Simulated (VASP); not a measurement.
Data:

```
CELL_PARAMETERS angstrom
      4.03140     0.00000     0.00000
      0.00000     4.03140     0.00000
      0.00000     0.00000     2.61290
ATOMIC_POSITIONS crystal
  Si 0.00000 0.00000 0.00000
  Si 0.50000 0.50000 0.50000
  O  0.30300 0.30300 0.00000
  O  0.80300 0.19700 0.50000
  O  0.19700 0.80300 0.50000
  O  0.69700 0.69700 0.00000
```

Level of theory: LDA (Ceperley-Alder, Perdew-Zunger), VASP's LDA PAW potentials (set 64) (plane waves; VASP). Settings: 620 eV cut-off, 6×6×8 Γ-centred mesh, Gaussian smearing of 0.050 eV, potentials Si O.

Energy and stress use the plane-wave basis of the starting cell.

Task: The ions, cell shape and volume at an external pressure of 45.0 GPa are relaxed. Give the cell that the relaxation ends in.

Result: 
```
CELL_PARAMETERS angstrom
      3.98440     0.00000     0.00000
      0.00000     3.98440     0.00000
      0.00000     0.00000     2.59212
ATOMIC_POSITIONS crystal
  Si 0.00000 0.00000 0.00000
  Si 0.50000 0.50000 0.50000
  O  0.30237 0.30237 0.00000
  O  0.80237 0.19763 0.50000
  O  0.19763 0.80237 0.50000
  O  0.69763 0.69763 0.00000
```
Space group P4_2/mnm (136), at a tolerance of 0.03 Å.

Task: How do energy and volume change from the first to the last step?

Result: The energy (σ→0) changes by +51.0 meV/atom and the volume by -3.1 %, in 7 ionic steps.

```csv
step,E(σ→0) (eV),max force (eV/Å),pressure (GPa),volume (Å³)
1,-51.6658,0.009,30.09,42.47
2,-50.3236,0.608,83.60,38.54
3,-51.3751,0.169,44.62,41.21
4,-51.3672,0.173,44.99,41.18
5,-51.3498,0.155,45.07,41.12
6,-51.3586,0.014,45.02,41.15
7,-51.3596,0.002,44.97,41.15
```

The compound is SiO2 in the rutile structure, stishovite, a high-pressure form. This run relaxes it under an external pressure of 45 GPa. Symmetry was kept, so distortions that lower it aren't found.
